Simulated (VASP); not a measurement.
Output of a VASP run:

OSZICAR:
```
       N       E                     dE             d eps       ncg     rms          rms(c)
DAV:   1     0.392686065463E+03    0.39269E+03   -0.22187E+04  2684   0.111E+03
DAV:   2    -0.273112091393E+02   -0.42000E+03   -0.41028E+03  2807   0.353E+02
DAV:   3    -0.525947973325E+02   -0.25284E+02   -0.25147E+02  3013   0.828E+01
DAV:   4    -0.531764938403E+02   -0.58170E+00   -0.58053E+00  2897   0.134E+01
DAV:   5    -0.531929284750E+02   -0.16435E-01   -0.16427E-01  3007   0.217E+00    0.357E+01
DAV:   6    -0.507896806021E+02    0.24032E+01   -0.15198E+01  2726   0.218E+01    0.155E+01
DAV:   7    -0.505194547343E+02    0.27023E+00   -0.40673E+00  2729   0.916E+00    0.617E+00
DAV:   8    -0.503865573479E+02    0.13290E+00   -0.59049E-01  3135   0.446E+00    0.177E+00
DAV:   9    -0.503868321314E+02   -0.27478E-03   -0.67711E-02  3162   0.125E+00    0.865E-01
DAV:  10    -0.503853395993E+02    0.14925E-02   -0.30053E-02  3025   0.108E+00    0.339E-01
DAV:  11    -0.503848472709E+02    0.49233E-03   -0.64168E-03  2916   0.464E-01    0.159E-01
DAV:  12    -0.503847787076E+02    0.68563E-04   -0.32613E-04  2958   0.106E-01    0.674E-02
DAV:  13    -0.503847908804E+02   -0.12173E-04   -0.16081E-04  3120   0.635E-02    0.168E-02
DAV:  14    -0.503847940832E+02   -0.32028E-05   -0.82476E-06  2558   0.163E-02    0.114E-02
DAV:  15    -0.503847944463E+02   -0.36314E-06   -0.12515E-06  2007   0.645E-03
   1 F= -.50384794E+02 E0= -.50384794E+02  d E =0.000000E+00
```

File OUTCAR:
```
------------------------ aborting loop because EDIFF is reached ----------------------------------------
  FORCE on cell =-STRESS in cart. coord.  units (eV):
  Direction    XX          YY          ZZ          XY          YZ          ZX
  --------------------------------------------------------------------------------------
  Total       -6.2228896     -6.2228904     -4.7654583      0.0000000      0.0000000      0.0000000
  in kB      -84.6633395    -84.6633506    -64.8347695      0.0000000      0.0000000      0.0000000
  external PRESSURE =     -78.0538198 kB  Pullay stress =       0.0000000 kB
  volume of cell :      117.76
      direct lattice vectors                 reciprocal lattice vectors
     3.219246000  0.000000000  0.000000000     0.310631744  0.179343309  0.000000000
    -1.609623000  2.787949000  0.000000000     0.000000000  0.358686619  0.000000000
     0.000000000  0.000000000 13.121041000     0.000000000  0.000000000  0.076213465
 POSITION                                       TOTAL-FORCE (eV/Angst)
 -----------------------------------------------------------------------------------
     -0.00000      1.85863      3.28026        -0.000000      0.000000      0.000000
      1.60962      0.92932      9.84078         0.000000     -0.000000      0.000000
     -0.00000      1.85863      8.26363         0.000000      0.000000      0.635577
      1.60962      0.92932      4.85741        -0.000000     -0.000000     -0.635577
      1.60962      0.92932      1.70311        -0.000000     -0.000000      0.635577
     -0.00000      1.85863     11.41793         0.000000      0.000000     -0.635577
 -----------------------------------------------------------------------------------
    total drift:                               -0.001121      0.000445     -0.000037
  FREE ENERGIE OF THE ION-ELECTRON SYSTEM (eV)
  ---------------------------------------------------
  free  energy   TOTEN  =       -50.3847944463 eV

  energy  without entropy=      -50.3847944463  energy(sigma->0) =      -50.38479445
```
(Selected blocks of OUTCAR.)

### POSCAR
```
WS2
1
    3.2192460000     0.0000000000     0.0000000000
   -1.6096230000     2.7879490000     0.0000000000
    0.0000000000     0.0000000000    13.1210410000
W S
2 4
Direct
  0.3333330000   0.6666670000   0.2500000000
  0.6666670000   0.3333330000   0.7500000000
  0.3333330000   0.6666670000   0.6298000000
  0.6666670000   0.3333330000   0.3702000000
  0.6666670000   0.3333330000   0.1298000000
  0.3333330000   0.6666670000   0.8702000000
```

Q: Write an INCAR and KPOINTS that could have produced this output.

A: One answer among several that fit: the input of the run itself, PBEsol GGA, plane waves, VASP's PBE PAW potentials (set 64).

File KPOINTS:
```
kpoints
0
G
  12 12 3
```

**INCAR**
```
! general
SYSTEM   =  WS2
PREC     =  Accurate
ENCUT    =  300
LREAL    =  .False.
LASPH    =  .True.

! electronic loop
EDIFF    =  1E-6
NELM     =  100
ALGO     =  Normal
LMAXMIX  =  6

! smearing
ISMEAR   =  0
SIGMA    =  0.01

! functional
GGA      =  PS

! ions
ISIF     =  2

! output
LWAVE    =  .False.
LCHARG   =  .False.
```

POTCAR, in this order: W_sv S (PBE.64 set). Program: vasp_std.

At this cut-off the stress carries a Pulay error, which pulls relaxed volumes low.

The structure comes from a computed database's WS2 entry; how it stands against other phases isn't given here. The cell was not relaxed at this level.
